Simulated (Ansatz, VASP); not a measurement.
# Cross-check of CsSnI3 between VASP and Ansatz, part 2 of 2

Aim: how closely do two programs agree when they are given the same cell, functional and k mesh? The cell is taken from a series of runs on this material, whose earlier steps may have relaxed, scaled, displaced or heated it; both programs get it as it stands.

VASP 6.6.1 and Ansatz 0.2.0.

So far: The starting structure; Ansatz: G0W0 gap, r2SCAN.

## (3) VASP: G0W0 gap, r2SCAN

Level of this step: G0W0 on r2SCAN; plane waves and PAW (Cs_sv_GW, Sn_d_GW, I_GW) (VASP).

The same cell, functional and mesh now go to VASP, with its own data sets.

Lines of VASP's logs that name or quote its potential files are left out, and so is its time.

The run reads the wave functions of an earlier VASP run, which isn't shown here.

Input file INCAR:

```
SYSTEM = CsSnI3
PREC = Accurate
ENCUT = 300
ISMEAR = 0
SIGMA = 0.01
LREAL = .FALSE.
METAGGA = R2SCAN
LASPH = .TRUE.
NBANDS = 586
ALGO = EVGW0
NELMGW = 1
ENCUTGW = 100
NOMEGA = 64
PRECFOCK = Fast
NBANDSGW = 30
LWAVE = .FALSE.
LCHARG = .FALSE.
```

Input file POSCAR:

```
CsSnI3
1.0
    6.2862280000      0.0000000000      0.0000000000
    0.0000000000      6.2862280000      0.0000000000
    0.0000000000      0.0000000000      6.2862280000
Cs Sn I
1 1 3
Direct
    0.5000000000      0.5000000000      0.5000000000
    0.0000000000      0.0000000000      0.0000000000
    0.5000000000      0.0000000000      0.0000000000
    0.0000000000      0.0000000000      0.5000000000
    0.0000000000      0.5000000000      0.0000000000
```

Input file KPOINTS:

```
Automatic mesh
0
Gamma
2 2 2
0 0 0
```

PAW data sets: Cs_sv_GW, Sn_d_GW and I_GW (PBE family, release 64).

Launch:

```bash
export OMP_NUM_THREADS=3
mpirun -np 1 vasp_std
```

Numbers of over 12 decimals in the logs are rounded to 6 here.

The program printed:

```text
[banner, memory and clock lines left out]
running    1 mpi-ranks, on    1 nodes
 distrk:  each k-point on    1 cores,    1 groups
 distr:  one band on    1 cores,    1 groups
 Offloading initialized ...    1 GPUs detected
 POSCAR found type information on POSCAR CsSnI
 POSCAR found :  3 types and       5 ions
|                                                                             |
|               ----> ADVICE to this user running VASP <----                  |
|                                                                             |
|     You enforced a specific xc type in the INCAR file but a different       |
|     [... a line on the potential file left out ...]
|     I HOPE YOU KNOW WHAT YOU ARE DOING!                                     |
|                                                                             |

|                                                                             |
|           W    W    AA    RRRRR   N    N  II  N    N   GGGG   !!!           |
|           W    W   A  A   R    R  NN   N  II  NN   N  G    G  !!!           |
|           W    W  A    A  R    R  N N  N  II  N N  N  G       !!!           |
|           W WW W  AAAAAA  RRRRR   N  N N  II  N  N N  G  GGG   !            |
|           WW  WW  A    A  R   R   N   NN  II  N   NN  G    G                |
|           W    W  A    A  R    R  N    N  II  N    N   GGGG   !!!           |
|                                                                             |
|     The default for ENCUTGWSOFT is different in this version of VASP.       |
|     please manually set ENCUTGWSOFT =100 in the INCAR file.                 |
|                                                                             |

 LDA part: xc-table for (None), standard interpolation
 found WAVECAR, reading the header
 POSCAR, INCAR and KPOINTS ok, starting setup
 FFT: planning ... GRIDC
 FFT: planning ... GRID_SOFT
 FFT: planning ... GRID
 reading WAVECAR
 the WAVECAR file was read successfully
 initial charge from wavefunction
 available memory per node:   1586.63 GB, setting MAXMEM to   1624712

 The Fermi energy was updated, please check that it is located mid-gap
 values below the HOMO (VB) or above the LUMO (CB) will cause erroneous energies
 E-fermi :   2.5761

 calculate exact exchange contribution
 the WAVEDER file was read successfully
energies w=
    0.000    0.000    0.260    0.000    0.519    0.000    0.777    0.000
    1.033    0.000    1.287    0.000    1.538    0.000    1.786    0.000
    2.031    0.000    2.273    0.000    2.511    0.000    2.746    0.000
    2.978    0.000    3.206    0.000    3.432    0.000    3.655    0.000
    3.876    0.000    4.095    0.000    4.312    0.000    4.528    0.000
    4.744    0.000    4.959    0.000    5.175    0.000    5.391    0.000
    5.609    0.000    5.829    0.000    6.051    0.000    6.277    0.000
    6.508    0.000    6.742    0.000    6.983    0.000    7.230    0.000
    7.485    0.000    7.749    0.000    8.023    0.000    8.309    0.000
    8.608    0.000    8.923    0.000    9.254    0.000    9.607    0.000
    9.982    0.000   10.383    0.000   10.815    0.000   11.283    0.000
   11.791    0.000   12.348    0.000   12.962    0.000   13.644    0.000
   14.407    0.000   15.268    0.000   16.249    0.000   17.379    0.000
   18.695    0.000   20.249    0.000   22.114    0.000   24.392    0.000
   27.238    0.000   30.893    0.000   35.756    0.000   42.531    0.000
   52.607    0.000   69.135    0.000  101.140    0.000  189.137    0.000
 responsefunction array rank=     587
 LDA part: xc-table for (None), standard interpolation

 min. memory requirement per mpi rank   1058.7 MB, per node   1058.7 MB

 allocating  64 responsefunctions rank=   587
 shmem allocating  64 responsefunctions rank=   587
 response function shared by NCSHMEM nodes    1
 Doing            64  frequencies on each core in blocks of            64
NQ=   1    0.0000    0.0000    0.0000,
|.........|.........|.........|.........|.........|.........|.........|.........
 performed        339000 updates of chi_q(r,r)
 total number of BLAS operations        934.93 Gflops
NQ=   2    0.5000    0.0000    0.0000,
|.........|.........|.........|.........|.........|.........|.........|.........
 performed        818000 updates of chi_q(r,r)
 total number of BLAS operations       2253.05 Gflops
NQ=   3    0.5000    0.5000    0.0000,
|.........|.........|.........|.........|.........|.........|.........|.........
 performed       1297000 updates of chi_q(r,r)
 total number of BLAS operations       3422.64 Gflops
NQ=   4    0.5000    0.5000    0.5000,
|.........|.........|.........|.........|.........|.........|.........|.........
 performed       1636000 updates of chi_q(r,r)
 total number of BLAS operations       4249.41 Gflops
 resolving degeneracies of screened two electron integrals

 calculate QP shifts <psi_nk| G(iteration)W_0 |psi_nk>: iteration 1
 entering main loop
```

Parts of OUTCAR (step 3):

```text
ion  position               nearest neighbor table
   1  0.500  0.500  0.500-
   2  0.000  0.000  0.000-   3 3.14   4 3.14   5 3.14   4 3.14   5 3.14   3 3.14
   3  0.500  0.000  0.000-   2 3.14   2 3.14
   4  0.000  0.000  0.500-   2 3.14   2 3.14
   5  0.000  0.500  0.000-   2 3.14   2 3.14

  LATTYP: Found a simple cubic cell.
 ALAT       =     6.2862280000

 Subroutine GETGRP returns: Found 48 space group operations
 (whereof 48 operations were pure point group operations)

The static configuration has the point symmetry O_h .

 Found      4 irreducible k-points:

   k-points           NKPTS =      4   k-points in BZ     NKDIM =      8   number of bands    NBANDS=    586

   dimension x,y,z NGX =    36 NGY =   36 NGZ =   36
   dimension x,y,z NGXF=    72 NGYF=   72 NGZF=   72

   ENCUT  =  300.0 eV  22.05 Ry    4.70 a.u.   8.88  8.88  8.88*2*pi/ulx,y,z

   NELECT =      44.0000    total number of electrons

  energy-cutoff  :      300.00
  volume of cell :      248.41
      direct lattice vectors                 reciprocal lattice vectors
     6.286228000  0.000000000  0.000000000     0.159077908  0.000000000  0.000000000
     0.000000000  6.286228000  0.000000000     0.000000000  0.159077908  0.000000000
     0.000000000  0.000000000  6.286228000     0.000000000  0.000000000  0.159077908

 k-points in reciprocal lattice and weights: Automatic mesh
   0.00000000  0.00000000  0.00000000       0.125
   0.50000000  0.00000000  0.00000000       0.375
   0.50000000  0.50000000  0.00000000       0.375
   0.50000000  0.50000000  0.50000000       0.125

 E-fermi :   2.5761

 QP shifts <psi_nk| G(iteration)W_0 |psi_nk>: iteration 1
 for sc-GW calculations column KS-energies equals QP-energies in previous step
 and V_xc(KS)=  KS-energies - (<T + V_ion + V_H > + <T+V_H+V_ion>^1  + <V_x>^1)
 k-point   1 :       0.0000    0.0000    0.0000
  band No.  KS-energies  QP-energies   sigma(KS)   V_xc(KS)     V^pw_x(r,r')   Z            occupation Imag(sigma)
    ...
     19       0.0479      -0.5675     -11.8681     -11.0103     -13.9998       0.7174       2.0000       0.1338
     20       0.1841      -0.3719     -12.0146     -11.2445     -14.0420       0.7220       2.0000       0.1311
     21       0.1841      -0.3719     -12.0146     -11.2445     -14.0420       0.7220       2.0000       0.1311
     22       0.1841      -0.3719     -12.0146     -11.2445     -14.0420       0.7220       2.0000       0.1311
     23       5.0801       4.8754      -5.8009      -5.5394      -2.3284       0.7828       0.0000      -0.0947
     24       5.9492       5.9228      -5.8828      -5.8490      -2.4688       0.7808       0.0000      -0.0945
     25       5.9492       5.9228      -5.8828      -5.8490      -2.4688       0.7808       0.0000      -0.0945
     26       6.3190       6.3073      -6.7512      -6.7360      -3.1170       0.7686       0.0000      -0.1029
    ...

 k-point   2 :       0.5000    0.0000    0.0000
  band No.  KS-energies  QP-energies   sigma(KS)   V_xc(KS)     V^pw_x(r,r')   Z            occupation Imag(sigma)
    ...
     19      -0.0969      -0.7194     -11.5816     -10.7160     -13.6960       0.7192       2.0000       0.1335
     20       0.0791      -0.5043     -11.8702     -11.0605     -13.9384       0.7204       2.0000       0.1319
     21       0.0791      -0.5043     -11.8702     -11.0605     -13.9384       0.7204       2.0000       0.1319
     22       0.7270       0.2885     -12.2883     -11.6867     -13.7864       0.7289       2.0000       0.1330
     23       3.5969       3.7186      -9.4541      -9.6191      -5.6713       0.7373       0.0000      -0.0815
     24       6.5770       6.5290      -6.6190      -6.5569      -3.0441       0.7729       0.0000      -0.1009
     25       6.7297       6.5489      -5.9870      -5.7526      -2.4329       0.7713       0.0000      -0.1033
     26       6.8467       6.9578     -10.2535     -10.4065      -5.8369       0.7262       0.0000      -0.2049
    ...

 k-point   3 :       0.5000    0.5000    0.0000
  band No.  KS-energies  QP-energies   sigma(KS)   V_xc(KS)     V^pw_x(r,r')   Z            occupation Imag(sigma)
    ...
     19      -0.2391      -0.8776     -11.5602     -10.6685     -13.7242       0.7161       2.0000       0.1364
     20      -0.2035      -0.6635     -12.2963     -11.6529     -14.3440       0.7149       2.0000       0.1474
     21       0.6125       0.0384     -12.2149     -11.4273     -14.2077       0.7291       2.0000       0.1258
     22       1.5083       1.0848     -12.2702     -11.6986     -13.4057       0.7408       2.0000       0.1251
     23       3.2930       3.3973      -9.4405      -9.5814      -5.7453       0.7406       0.0000      -0.0758
     24       3.2930       3.3973      -9.4405      -9.5814      -5.7453       0.7406       0.0000      -0.0758
     25       6.5253       6.6325     -10.0537     -10.1982      -5.8367       0.7420       0.0000      -0.1806
     26       7.1400       7.1283      -6.2669      -6.2517      -2.6213       0.7742       0.0000      -0.1023
    ...

 k-point   4 :       0.5000    0.5000    0.5000
  band No.  KS-energies  QP-energies   sigma(KS)   V_xc(KS)     V^pw_x(r,r')   Z            occupation Imag(sigma)
    ...
     19       0.6261       0.0532     -12.2417     -11.4555     -14.2361       0.7286       2.0000       0.1258
     20       0.6261       0.0532     -12.2417     -11.4555     -14.2361       0.7286       2.0000       0.1258
     21       0.6261       0.0532     -12.2417     -11.4555     -14.2361       0.7286       2.0000       0.1258
     22       2.2687       1.8629     -12.3419     -11.7987     -13.1839       0.7471       2.0000       0.1184
     23       2.8836       2.9650      -9.1541      -9.2636      -5.5089       0.7435       0.0000      -0.0713
     24       2.8836       2.9650      -9.1541      -9.2636      -5.5089       0.7435       0.0000      -0.0713
     25       2.8836       2.9650      -9.1541      -9.2636      -5.5089       0.7435       0.0000      -0.0713
     26       5.9233       5.7614      -5.9466      -5.7383      -2.4168       0.7772       0.0000      -0.0998
    ...
```

## (4) Side by side

Known differences besides the potentials themselves: VASP keeps PBE cores, Ansatz makes them for the functional; fixed occupations in Ansatz, narrow Gaussian smearing in VASP; the data sets hold 74 valence electrons in Ansatz (on its PAW soft_1 files) and 44 in VASP; the cutoff is 500 eV in Ansatz and 300 eV in VASP; Ansatz integrates over frequency by contour deformation, VASP on a grid of NOMEGA points; Ansatz's G0W0 levels solve the quasiparticle equation, VASP's are linearised. Total energies have different zeros and are not compared.

The two programs side by side:

```tsv
quantity	Ansatz	VASP	difference
G0W0 gap on the mesh (eV)	1.07	1.10	-0.04
Kohn-Sham gap under it (eV)	0.60	0.61	-0.02
```

## (5) Summary of results

| Item | Value |
| --- | --- |
| difference in G0W0 gap on the mesh (G0W0 gap, r2SCAN) | -0.036 eV |

The difference in G0W0 gap on the mesh is -0.036 eV (G0W0 gap, r2SCAN). The data sets hold unlike numbers of valence electrons (74 in Ansatz and 44 in VASP), so part of the differences comes from the potentials. Such differences can come from data sets, numerical settings and the points named under the comparisons, not from the functional's error against experiment.

[Lines on the potential files, build, host, timing and source positions are cut from VASP's logs without a mark.]

[Logs are printed without paths, hosts, clocks, repeated set-up lines and the standing remarks that a program may print on its own settings, such as how far it seeks lower states.]

[Hosts, paths, dates, database ids (printed as entryN), source tags and the programs' standing remarks are cut or masked in the printed files.]
